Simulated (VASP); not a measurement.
Data:

```yaml
crystal:
  lattice:
    - [1.86318, 1.07571, 6.12464]
    - [-1.86318, 1.07571, 6.12464]
    - [0.00000, -2.15141, 6.12464]
  atoms:
    - { symbol: Ba, position: [0.00000, 0.00000, 0.00000] }
    - { symbol: Sr, position: [0.50000, 0.50000, 0.50000] }
    - { symbol: O, position: [0.75579, 0.75579, 0.75579] }
    - { symbol: O, position: [0.24421, 0.24421, 0.24421] }
```

All values below come from LDA (Ceperley-Alder, Perdew-Zunger), VASP's LDA PAW potentials (set 64) (plane waves; VASP 6.6.1). Settings: 520 eV cut-off, 8×8×8 Γ-centred mesh, tetrahedra with Blöchl corrections, potentials Ba_sv Sr_sv O.

The cores are frozen, which limits the accuracy of field gradients.

Question: Give the principal components of the electric field gradient (V/Å²) and the asymmetry η at each nucleus.

Answer: 
```csv
atom,Vxx,Vyy,Vzz,η
Ba1,39.0,39.0,-78.0,0.00
Sr2,-15.1,-15.1,30.2,0.00
O3,0.4,0.4,-0.9,0.00
O4,0.4,0.4,-0.9,0.00
```

The structure comes from a computed database's BaSrO2 entry (R-3m); how it stands against other phases isn't given here. It was relaxed first, which changed the volume by -7 %.
